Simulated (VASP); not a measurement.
Data:

```
CELL_PARAMETERS angstrom
     -1.57115     1.57115     1.57115
      1.57115    -1.57115     1.57115
      1.57115     1.57115    -1.57115
ATOMIC_POSITIONS crystal
  W  0.00000 0.00000 0.00000
```

Method: LDA (Ceperley-Alder, Perdew-Zunger) with spin-orbit coupling, VASP's LDA PAW potentials (set 64) (plane waves; VASP). Numerical set-up: 400 eV cut-off, 15×15×15 Γ-centred mesh, Gaussian smearing of 0.050 eV, potentials W_sv.

Task: What does the run give for the energy per atom (σ→0), band gap (over mesh and band path) with the smallest direct gap where there is one?

Result: 
The band gap (over mesh and band path) is none (metal, semimetal or under 0.01 eV) and the energy per atom (σ→0) comes out as -14.940 eV/atom.

The absolute energy has meaning only against runs of the same code, potentials and settings.

The compound is W in the bcc structure. It was relaxed first.
